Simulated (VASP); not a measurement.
A convergence study with VASP on RbCl (rock salt): one setting is varied, all else stays as given below, so the limit is that of these other settings. ε∞ is the independent-particle value.

```
CELL_PARAMETERS angstrom
      0.00000     3.29000     3.29000
      3.29000     0.00000     3.29000
      3.29000     3.29000     0.00000
ATOMIC_POSITIONS crystal
  Rb 0.00000 0.00000 0.00000
  Cl 0.50000 0.50000 0.50000
```

The numbers are results of PBE GGA, VASP's PBE PAW potentials (set 64) (plane waves; VASP), not measurements. The tightest run used: 550 eV cut-off, 6×6×6 Γ-centred mesh, Gaussian smearing of 0.050 eV, potentials Rb_sv Cl.

The reference is NBANDS = 136, which took about 2 core-minutes. The timings are rough (shared machines, no repeats); factors under 2 mean little.

Of the settings NBANDS = 9; NBANDS = 10; NBANDS = 12; NBANDS = 16; NBANDS = 24; NBANDS = 40; NBANDS = 72; NBANDS = 136, which is the lowest that keeps the difference from the reference in mean ε∞ within 0.3 from there on, and what does it cost?

NBANDS = 16; its cost over the reference is about 1/10.
| setting | difference in mean ε∞ | cost over the reference |
|---|---|---|
| NBANDS = 9 | 1.22 | about 1/10 |
| NBANDS = 10 | 0.99 | about 1/10 |
| NBANDS = 12 | 0.65 | about 1/8 |
| NBANDS = 16 | 0.24 | about 1/10 |
| NBANDS = 24 | 0.03 | about 1/8 |
| NBANDS = 40 | 0.01 | about 1/5 |
| NBANDS = 72 | 0.00 | about 1/4 |
| NBANDS = 136 | 0.00 | reference |

Left out are rungs that failed or repeat a setting and relaxations that didn't move; long series are thinned to 24 rows.

The compound is RbCl in the rock salt structure. The cell was not relaxed at this level.
